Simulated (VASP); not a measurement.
Given:

```
RbO
1.0
   -2.04055     2.90610     3.43041
    2.04055    -2.90610     3.43041
    2.04055     2.90610    -3.43041
Rb O
2 2
Direct
  0.25479   0.25479   0.00000
  0.74521   0.74521   0.00000
  0.62763   0.00000   0.62763
  0.37237   0.00000   0.37237
```

Method: LDA (Ceperley-Alder, Perdew-Zunger), VASP's LDA PAW potentials (set 64) (plane waves; VASP). Numerical set-up: 520 eV cut-off, Gaussian smearing of 0.050 eV, potentials Rb_sv O.

Q: What does the run give for the band gap (along the path) with the smallest direct gap where there is one?

A: 
```
Item                                    Value
------------------------------------  -------
band gap (along the path)             1.77 eV
smallest direct gap (along the path)  1.89 eV
```

Total energies compare only between runs with the same potentials, cut-off and functional.

The structure comes from a computed database's Rb2O2 entry (Immm); how it stands against other phases isn't given here. It was relaxed first, which changed the volume by -8 %.
